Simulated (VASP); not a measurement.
VASP 6.6.1 run: Li2IF

INCAR

```
LWAVE = .FALSE.
LCHARG = .FALSE.
IBRION = -1
LREAL = .FALSE.
ENCUT = 520
NELM = 120
ISIF = 2
ISMEAR = -1
LASPH = .TRUE.
EDIFF = 1E-5
NSW = 0
GGA = PE
SIGMA = 0.02
PREC = Accurate
NBANDS = 34
```

KPOINTS

```
KPOINTS created by Atomic Simulation Environment
0
Gamma
6 6 6
0 0 0
```

POSCAR

```
F  Li I
 1.0000000000000000
     3.8884201255000002    0.0521048297000000    0.0000000000000000
     0.0521048297000000    3.8884201255000002    0.0000000000000000
     0.0000000000000000    0.0000000000000000    5.1775285783999996
 F   Li  I
   1   2   1
Cartesian
  0.0000000000000000  0.0000000000000000  0.0000000000000000
  0.0000000000000000  0.0000000000000000  2.5887642892000002
  1.9702624776000002  1.9702624776000002  0.0000000000000000
  1.9702624776000002  1.9702624776000002  2.5887642892000002
```

The recommended PBE PAW datasets give the neutral cell 20 valence electrons.

Command

```
mpirun -np 1 vasp_std
```

OSZICAR

```
N       E                     dE             d eps       ncg     rms          rms(c)
DAV:   1     0.102531925284E+03    0.10253E+03   -0.72533E+03  3536   0.554E+02
DAV:   2    -0.419955140414E+01   -0.10673E+03   -0.10041E+03  4138   0.149E+02
DAV:   3    -0.147603206598E+02   -0.10561E+02   -0.10373E+02  6812   0.326E+01
DAV:   4    -0.149693378415E+02   -0.20902E+00   -0.20883E+00  4360   0.528E+00
DAV:   5    -0.149725734938E+02   -0.32357E-02   -0.32352E-02  4778   0.602E-01    0.637E+00
DAV:   6    -0.138766935683E+02    0.10959E+01   -0.22461E+00  4050   0.647E+00    0.293E+00
DAV:   7    -0.138400309783E+02    0.36663E-01   -0.10090E-01  4462   0.116E+00    0.164E+00
DAV:   8    -0.138264473015E+02    0.13584E-01   -0.79184E-02  4458   0.137E+00    0.291E-01
DAV:   9    -0.138272264024E+02   -0.77910E-03   -0.69552E-03  4556   0.333E-01    0.165E-01
DAV:  10    -0.138277647696E+02   -0.53837E-03   -0.39507E-04  4282   0.104E-01    0.509E-02
DAV:  11    -0.138279140933E+02   -0.14932E-03   -0.29391E-04  4216   0.693E-02    0.152E-02
DAV:  12    -0.138279167653E+02   -0.26720E-05   -0.14656E-05  4718   0.134E-02
   1 F= -.13827917E+02 E0= -.13827917E+02  d E =-.805326E-15
```

From OUTCAR

```
k-points           NKPTS =     52   k-points in BZ     NKDIM =     52   number of bands    NBANDS=     34

   NELECT =      20.0000    total number of electrons

   dimension x,y,z NGX =    30 NGY =   30 NGZ =   40
   dimension x,y,z NGXF=    60 NGYF=   60 NGZF=   80

  energy-cutoff  :      520.00
  volume of cell :       78.27
      direct lattice vectors                 reciprocal lattice vectors
     3.888420126  0.052104830  0.000000000     0.257220043 -0.003446749  0.000000000
     0.052104830  3.888420126  0.000000000    -0.003446749  0.257220043  0.000000000
     0.000000000  0.000000000  5.177528578     0.000000000  0.000000000  0.193142343

 k-points in reciprocal lattice and weights: KPOINTS created by Atomic Simulation Env
   0.00000000  0.00000000  0.00000000       0.005
   0.16666667 -0.00000000  0.00000000       0.019
   0.33333333  0.00000000  0.00000000       0.019
   0.50000000 -0.00000000  0.00000000       0.009
   0.16666667  0.16666667  0.00000000       0.009
   0.33333333  0.16666667  0.00000000       0.019
   0.50000000  0.16666667  0.00000000       0.019
  -0.33333333  0.16666667  0.00000000       0.019
   ...

 E-fermi :   1.6208

 k-point     1 :       0.0000    0.0000    0.0000
  band No.  band energies     occupation
      1     -43.8915      2.00000
      2     -43.7956      2.00000
      3     -18.5238      2.00000
      4     -10.8593      2.00000
      5      -1.8032      2.00000
      6      -0.3767      2.00000
      7      -0.2549      2.00000
      8       0.2774      2.00000
      9       0.6296      2.00000
     10       0.7257      2.00000
     11       5.5716      0.00000
     12       7.3656      0.00000
     13       7.4124      0.00000
     14      10.9081      0.00000
     15      11.7848      0.00000
     16      11.9244      0.00000
     17      12.2259      0.00000
     18      12.3423      0.00000
     19      12.4192      0.00000
     20      13.1315      0.00000
     21      13.8029      0.00000
     22      14.5003      0.00000
     23      14.5138      0.00000
     24      15.1187      0.00000
     25      17.2109      0.00000
     26      20.0114      0.00000
     27      20.6532      0.00000
     28      21.4525      0.00000
     29      21.5384      0.00000
     30      21.9498      0.00000
     31      22.3584      0.00000
     32      23.8240      0.00000
     33      24.3511      0.00000
     34      24.5865      0.00000

 ...

  Total        0.1625137      0.1625137      0.2060620     -0.1259167      0.0000000      0.0000000
  in kB        3.3266697      3.3266697      4.2181069     -2.5775255      0.0000000      0.0000000
  external PRESSURE =       3.6238154 kB  Pullay stress =       0.0000000 kB

 POSITION                                       TOTAL-FORCE (eV/Angst)
 -----------------------------------------------------------------------------------
      0.00000      0.00000      0.00000         0.000000      0.000000      0.000000
      0.00000      0.00000      2.58876         0.000000      0.000000      0.000000
      1.97026      1.97026      0.00000        -0.000000      0.000000      0.000000
      1.97026      1.97026      2.58876         0.000000      0.000000      0.000000
 -----------------------------------------------------------------------------------
    total drift:                                0.000000      0.000000     -0.000000

  FREE ENERGIE OF THE ION-ELECTRON SYSTEM (eV)
  ---------------------------------------------------
  free  energy   TOTEN  =       -13.8279167653 eV

  energy  without entropy=      -13.8279167653  energy(sigma->0) =      -13.82791677
```

It converged. Results: gap between bands v and c on the k mesh 4.23 eV; least direct gap on the k mesh 4.23 eV; pressure 0.4 GPa. Band v is the last that the valence electrons fill when counted band by band, and c is the next.

For comparison, a separate PBE run of the intended cell, on usual settings and not on those above, gives a gap of 4.23 eV on its mesh and a pressure of 0.4 GPa.

The run above took about 2 min on one core of a shared host (Intel Xeon Platinum 8488C) and held 0.24 GiB at most.
